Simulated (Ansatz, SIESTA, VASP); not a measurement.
**GaSb3: programs and potentials compared**

```
Sb Ga
1.0
     0.00000    3.73060    3.73060
     3.73060    0.00000    3.73060
     3.73060    3.73060    0.00000
Sb Ga
3 1
Direct
  0.50000 0.50000 0.50000
  0.75000 0.75000 0.75000
  0.25000 0.25000 0.25000
  0.00000 0.00000 0.00000
```

The cell comes from a database or a generator and needn't be the stable form of this composition.

Alike in all runs: task single point; functional PBEsol; k mesh 6 × 6 × 6; occupations fermi-dirac, width 0.05 eV; no spin polarisation; no spin-orbit coupling. A missing gap at this level doesn't show that the real crystal is a metal. Pressure is positive in compression and, in plane waves, holds the error of the finite cutoff.

```csv
program and potentials,plane-wave cutoff (eV),notes,band gap (eV),pressure (GPa)
"SIESTA, files PseudoDojo sr-pbesol-0.4.1-standard, DZP (energy shift 0.003 Ry; two zetas on semicore shells)",-,atomic basis; 14.5 valence electrons an atom on average,no gap,-2.07
"VASP, PBE PAW files Ga_d, Sb, 520 eV",520,potentials made for PBE; 7 valence electrons an atom on average,?,?
"Ansatz, all-electron LAPW, scalar-relativistic",-,-,no gap,-3.43
```

Estimate from the other rows what the run with VASP, PBE PAW files Ga_d, Sb, 520 eV gave.

No band gap; pressure -3.45 GPa. The other rows, which needn't bracket it: pressure -3.43 to -2.07.
